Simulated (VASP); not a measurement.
An input for Quantum ESPRESSO's pw.x (written as the equivalent of a VASP run, and not itself run):

```
&CONTROL
  calculation = 'scf'
  pseudo_dir = './pseudo'
  outdir = './out'
  tprnfor = .true.
  tstress = .true.
/
&SYSTEM
  ibrav = 0
  nat = 5
  ntyp = 3
  ecutwfc = 84
  occupations = 'smearing'
  smearing = 'fermi-dirac'
  degauss = 0.00735
  input_dft = 'pz'
/
&ELECTRONS
  conv_thr = 7.3e-08
  electron_maxstep = 100
/
ATOMIC_SPECIES
  In 114.818 In.upf
  N 14.007 N.upf
  Sc 44.956 Sc.upf
CELL_PARAMETERS angstrom
     4.4059420    0.0000000    0.0000000
     0.0000000    4.4059420    0.0000000
     0.0000000    0.0000000    4.4059420
ATOMIC_POSITIONS crystal
  In  -0.0083500  0.0116950  0.0120120
  N    0.5046700  0.4942740  0.5011310
  Sc   0.5084950  0.4853980  0.0065840
  Sc  -0.0144070  0.5063050  0.4893430
  Sc   0.5095920  0.0023280  0.4909300
K_POINTS automatic
  6 6 6 0 0 0
```

Q: Translate this input to VASP (INCAR, KPOINTS, POSCAR, choice of POTCAR).

A: One answer among several that fit: 
**KPOINTS**
```
Automatic mesh
0
Gamma
6 6 6
0 0 0
```

POSCAR:
```
Sc3InN
1.0
  4.4059420000   0.0000000000   0.0000000000
  0.0000000000   4.4059420000   0.0000000000
  0.0000000000   0.0000000000   4.4059420000
In N Sc
1 1 3
Cart
 -0.0367896157   0.0515274917   0.0529241753
  2.2235467491   2.1777425761   2.2079541204
  2.2403994773   2.1386354349   0.0290087221
 -0.0634764064   2.2307504643   2.1560168761
  2.2452327957   0.0102570330   2.1630091061
```

### INCAR
```
PREC = Accurate
EDIFF = 1E-6   # SCF stop (eV)
ISMEAR = -1   # Fermi-Dirac
SYSTEM = Sc3InN
ENCUT = 400   # plane-wave cut-off (eV)
ISIF = 2
NELM = 100   # most electronic steps
LMAXMIX = 4   # l cut-off of mixed one-centre charges
SIGMA = 0.1   # width (eV)
LREAL = .FALSE.   # projection in real space or not
LWAVE = .FALSE.
ALGO = Normal
LCHARG = .FALSE.
LASPH = .TRUE.   # aspherical one-centre terms
```

POTCAR, in this order: In_d N Sc_sv (LDA.64 set). Program: vasp_std.

Limits of the translation: the potentials are each code's own (VASP's PAW set, PseudoDojo norm-conserving files in pw.x), so ENCUT and ecutwfc are chosen apart and not converted; conv_thr bounds pw.x's estimated SCF error, while EDIFF bounds the energy change between steps.

The structure comes from a measured Sc3InN entry of the Crystallography Open Database, whose conditions weren't checked. The cell was not relaxed at this level, atoms are displaced from their ideal sites.
